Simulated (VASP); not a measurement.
In5AgSe8:

```xyz
14
Lattice="5.7934 0.0000 0.0000 0.0000 5.7934 0.0000 0.0000 0.0000 11.6223" Properties=species:S:1:pos:R:3 pbc="T T T"
In    0.0000    2.8967    2.9071
In    2.8967    0.0000    8.7152
In    0.0000    2.8967    8.7152
In    2.8967    0.0000    2.9071
In    2.8967    2.8967    0.0000
Ag    0.0000    0.0000    5.8111
Se    1.3229    1.3229    1.3046
Se    1.3229    4.4705   10.3177
Se    4.4705    4.4705    1.3046
Se    4.4705    1.3229   10.3177
Se    4.1815    4.1815    7.1377
Se    4.1815    1.6119    4.4846
Se    1.6119    1.6119    7.1377
Se    1.6119    4.1815    4.4846
```

| Quantity | Value |
| --- | --- |
| Program | VASP 6.6.1 |
| Task | relaxation of cell and atoms |
| Functional | PBEsol |
| Potentials or basis | VASP PAW PBE potentials, release 64 (In_d, Ag, Se) |
| Cutoff | 600 eV |
| k mesh | 6 × 6 × 4 |
| Occupations | gaussian, width 0.03 eV |
| Spin | no spin polarisation |

At the start: pressure 0.5 GPa; volume 27.86 Å³/atom.

Q: Where does the relaxation end?

A: Over 18 steps the energy falls by 11.0 meV/atom and the volume is 27.85 Å³/atom (-0.1 %); space group P-42m (No. 111, to 0.05 Å).

Step by step:
| step | energy change (eV) | largest force (eV/Å) | pressure (GPa) | volume (Å³) |
| --- | --- | --- | --- | --- |
| 1 | 0.0000 | 0.8247 | 0.53 | 390.08 |
| 2 | -0.1259 | 0.1810 | -0.28 | 395.34 |
| 3 | -0.1286 | 0.1594 | -0.41 | 396.23 |
| 4 | -0.1414 | 0.1423 | 0.07 | 392.47 |
| 5 | -0.1422 | 0.1423 | 0.25 | 391.13 |
| 6 | -0.1511 | 0.0614 | 0.09 | 391.27 |
| 7 | -0.1519 | 0.0443 | 0.01 | 391.34 |
| 8 | -0.1524 | 0.0298 | -0.04 | 391.50 |
| 9 | -0.1526 | 0.0146 | -0.10 | 391.70 |
| 10 | -0.1529 | 0.0186 | -0.06 | 391.33 |
| 11 | -0.1531 | 0.0293 | 0.01 | 390.58 |
| 12 | -0.1532 | 0.0228 | 0.01 | 390.50 |
| 13 | -0.1535 | 0.0148 | 0.01 | 390.25 |
| 14 | -0.1532 | 0.0366 | 0.00 | 389.74 |
| 15 | -0.1535 | 0.0186 | 0.01 | 390.12 |
| 16 | -0.1536 | 0.0123 | -0.01 | 390.12 |
| 17 | -0.1537 | 0.0135 | -0.02 | 390.12 |
| 18 | -0.1537 | 0.0092 | 0.01 | 389.87 |

Final structure:
```cif
data_structure
_symmetry_space_group_name_H-M 'P 1'
_symmetry_Int_Tables_number 1
_cell_length_a 5.7770
_cell_length_b 5.7770
_cell_length_c 11.6821
_cell_angle_alpha 90.000
_cell_angle_beta 90.000
_cell_angle_gamma 90.000
_cell_volume 389.87
loop_
_atom_site_label
_atom_site_type_symbol
_atom_site_fract_x
_atom_site_fract_y
_atom_site_fract_z
_atom_site_occupancy
In1 In 0.00000 0.50000 0.25546 1
In2 In 0.50000 0.00000 0.74454 1
In3 In 0.00000 0.50000 0.74454 1
In4 In 0.50000 0.00000 0.25546 1
In5 In 0.50000 0.50000 0.00000 1
Ag1 Ag 0.00000 0.00000 0.50000 1
Se1 Se 0.22154 0.22154 0.11063 1
Se2 Se 0.22154 0.77846 0.88937 1
Se3 Se 0.77846 0.77846 0.11063 1
Se4 Se 0.77846 0.22154 0.88937 1
Se5 Se 0.72345 0.72345 0.61303 1
Se6 Se 0.72345 0.27655 0.38697 1
Se7 Se 0.27655 0.27655 0.61303 1
Se8 Se 0.27655 0.72345 0.38697 1
```

Caveat: the PAW data sets were made with another functional, which shifts forces and pressure a little.
